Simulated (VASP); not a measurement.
The input files of a VASP run:

### KPOINTS
```
Automatic mesh
0
Gamma
4 4 4
0 0 0
```

**INCAR**
```
# general
SYSTEM  = MgZn3S4
PREC    = Accurate
ENCUT   = 400
LREAL   = .FALSE.
LASPH   = .TRUE.

# electronic loop
EDIFF   = 1E-6
NELM    = 100
ALGO    = Normal
LMAXMIX = 4
LMIXTAU = .TRUE.

# smearing
ISMEAR  = 0
SIGMA   = 0.05

# functional
METAGGA = R2SCAN

# ions
IBRION  = 2
NSW     = 60
ISIF    = 3
EDIFFG  = -0.02

# output
LWAVE   = .FALSE.
LCHARG  = .FALSE.
```

POSCAR:
```
MgZn3S4
1
    5.4351193863    -0.0000000000     0.0000000000
    0.0000000000     5.4351193863     0.0000000000
   -0.0000000000     0.0000000000     5.4351193863
Mg Zn S
1 3 4
Direct
  0.5000000000   0.5000000000   0.5000000000
  0.0000000000   0.0000000000   0.5000000000
  0.5000000000   0.0000000000   0.0000000000
  0.0000000000   0.5000000000   0.0000000000
  0.7566960693   0.7566960693   0.2433039307
  0.7566960693   0.2433039307   0.7566960693
  0.2433039307   0.2433039307   0.2433039307
  0.2433039307   0.7566960693   0.7566960693
```

POTCAR, in this order: Mg Zn S (PBE.64 set). Program: vasp_std.

Task: Write an equivalent input for Ansatz.

Result: One equivalent input (not run):
Ansatz 0.2 input:
```yaml
crystal:
  lattice:
    - [5.4351194, 0.0000000, 0.0000000]
    - [0.0000000, 5.4351194, 0.0000000]
    - [0.0000000, 0.0000000, 5.4351194]
  atoms:
    - { symbol: Mg, position: [0.5000000, 0.5000000, 0.5000000] }
    - { symbol: Zn, position: [0.0000000, 0.0000000, 0.5000000] }
    - { symbol: Zn, position: [0.5000000, 0.0000000, 0.0000000] }
    - { symbol: Zn, position: [0.0000000, 0.5000000, 0.0000000] }
    - { symbol: S, position: [0.7566961, 0.7566961, 0.2433039] }
    - { symbol: S, position: [0.7566961, 0.2433039, 0.7566961] }
    - { symbol: S, position: [0.2433039, 0.2433039, 0.2433039] }
    - { symbol: S, position: [0.2433039, 0.7566961, 0.7566961] }
kpoints:
  mp_grid: { grid: [4, 4, 4] }
hamiltonian:
  xc: r2scan
  pseudopotentials: { kind: paw }
scf:
  occupations: { method: gaussian, width: 0.05 }
  max_iter: 100
relax:
  max_steps: 60
  f_tol: 0.02
  cell: {}
output: { forces: true, stress: true, eigenvalues: true }
```
The two are equivalent in intent, not identical: each code has its own PAW files, so the cut-off isn't converted (ENCUT is set for VASP's; basis.ecutwfc is left out, and Ansatz then takes the one that its files recommend); Ansatz stops its SCF on the density residual and VASP on the energy change (EDIFF).

The structure comes from a computed database's MgZn3S4 entry (P-43m); how it stands against other phases isn't given here. This run relaxes it. Symmetry was kept, so distortions that lower it aren't found. The start is the result of an earlier pass.
